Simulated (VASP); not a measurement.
Energy against volume of Pt$_{3}$Ti (L1_2). All values below come from AM05 GGA, VASP's PBE PAW potentials (set 64) (plane waves; VASP). Settings: 520 eV cut-off, 8×8×8 Γ-centred mesh, first-order Methfessel-Paxton smearing of 0.10 eV, potentials Ti_sv Pt.

| V (Å³/atom) | E (eV/atom) |
|---|---|
| 14.285 | -7.88578 |
| 14.727 | -7.89737 |
| 15.169 | -7.88693 |
| 15.611 | -7.85815 |

**Question.** Fit these four points and predict the energy of the run at 13.844 Å³/atom.

**Answer.** A cubic in V^(−2/3), the third-order Birch-Murnaghan form, passes through the four points with V0 = 14.73 Å³/atom and B0 = 266 GPa, and gives -7.8478 eV/atom there. The run gave -7.8477 eV/atom, +0.1 meV/atom from the fit; all five points give B0 = 266 GPa.

The compound is Pt3Ti in the L1_2 structure. It was relaxed first.
